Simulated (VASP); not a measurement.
Output of a VASP run:

### OSZICAR
```
       N       E                     dE             d eps       ncg     rms          rms(c)
DAV:   1     0.666379890781E+02    0.66638E+02   -0.86468E+03  3356   0.915E+02
DAV:   2    -0.226755306438E+02   -0.89314E+02   -0.88050E+02  3886   0.248E+02
DAV:   3    -0.241095113346E+02   -0.14340E+01   -0.14098E+01  3964   0.288E+01
DAV:   4    -0.241176295307E+02   -0.81182E-02   -0.80842E-02  3697   0.214E+00
DAV:   5    -0.241176830461E+02   -0.53515E-04   -0.53514E-04  3963   0.158E-01    0.216E+01
DAV:   6    -0.233841754597E+02    0.73351E+00   -0.71444E+00  3536   0.183E+01    0.497E+00
DAV:   7    -0.232613227393E+02    0.12285E+00   -0.10365E+00  3480   0.653E+00    0.454E+00
DAV:   8    -0.232276775224E+02    0.33645E-01   -0.10689E-01  3725   0.268E+00    0.453E-01
DAV:   9    -0.232270063270E+02    0.67120E-03   -0.19429E-03  3683   0.370E-01    0.242E-01
DAV:  10    -0.232269563495E+02    0.49978E-04   -0.59040E-04  3718   0.224E-01    0.517E-02
DAV:  11    -0.232269456952E+02    0.10654E-04   -0.18398E-04  3676   0.108E-01    0.345E-02
DAV:  12    -0.232269426616E+02    0.30337E-05   -0.23020E-05  3459   0.352E-02    0.608E-03
DAV:  13    -0.232269422253E+02    0.43627E-06   -0.46156E-07  1894   0.652E-03
   1 F= -.23226942E+02 E0= -.23226199E+02  d E =-.148667E-02
```

**OUTCAR**
```
------------------------ aborting loop because EDIFF is reached ----------------------------------------
  FORCE on cell =-STRESS in cart. coord.  units (eV):
  Direction    XX          YY          ZZ          XY          YZ          ZX
  --------------------------------------------------------------------------------------
  Total        1.1474828      1.1474828      1.3382196      0.0000000      0.0000000      0.0000000
  in kB       46.1742345     46.1742345     53.8494062      0.0000000      0.0000000      0.0000000
  external PRESSURE =      48.7326251 kB  Pullay stress =       0.0000000 kB
  volume of cell :       39.82
      direct lattice vectors                 reciprocal lattice vectors
    -1.596654000  1.596654000  3.904590000     0.000000000  0.313154885  0.128054418
     1.596654000 -1.596654000  3.904590000     0.313154885  0.000000000  0.128054418
     1.596654000  1.596654000 -3.904590000     0.313154885  0.313154885  0.000000000
 POSITION                                       TOTAL-FORCE (eV/Angst)
 -----------------------------------------------------------------------------------
      0.00000      0.00000      5.19310        -0.000000     -0.000000      0.020676
      0.00000      0.00000      2.61608         0.000000      0.000000     -0.020676
      0.00000      0.00000      0.00000        -0.000000     -0.000000      0.000000
 -----------------------------------------------------------------------------------
    total drift:                                0.000000      0.000000     -0.000000
  FREE ENERGIE OF THE ION-ELECTRON SYSTEM (eV)
  ---------------------------------------------------
  free  energy   TOTEN  =       -23.2269422253 eV

  energy  without entropy=      -23.2254555519  energy(sigma->0) =      -23.22619889
```
(Selected blocks of OUTCAR.)

**POSCAR**
```
MoSi2
1
   -1.5966540000     1.5966540000     3.9045900000
    1.5966540000    -1.5966540000     3.9045900000
    1.5966540000     1.5966540000    -3.9045900000
Si Mo
2 1
Direct
  0.6650000000   0.6650000000   0.0000000000
  0.3350000000   0.3350000000   0.0000000000
  0.0000000000   0.0000000000   0.0000000000
```

### Question
Write an INCAR and KPOINTS that could have produced this output.

### Answer
Several could match; the one computed here: the input of the run itself, PBE GGA, plane waves, VASP's PBE PAW potentials (set 64).

KPOINTS:
```
Automatic mesh
0
Gamma
10 10 10
0 0 0
```

**INCAR**
```
LCHARG = F
ISMEAR = 0   # Gaussian
LREAL = F   # projection in real space or not
ENCUT = 300   # plane-wave cut-off (eV)
NELM = 100
LASPH = T
EDIFF = 1E-6
SYSTEM = MoSi2
GGA = PE
LMAXMIX = 4   # l cut-off of mixed one-centre charges
ISIF = 2   # forces and stress, cell fixed
SIGMA = 0.1   # width (eV)
PREC = Accurate
LWAVE = F
ALGO = Normal
```

POTCAR, in this order: Si Mo_sv (PBE.64 set). Program: vasp_std.

At this cut-off the stress carries a Pulay error, which pulls relaxed volumes low.

The structure is a typed MoSi2 crystal. The cell was not relaxed at this level.
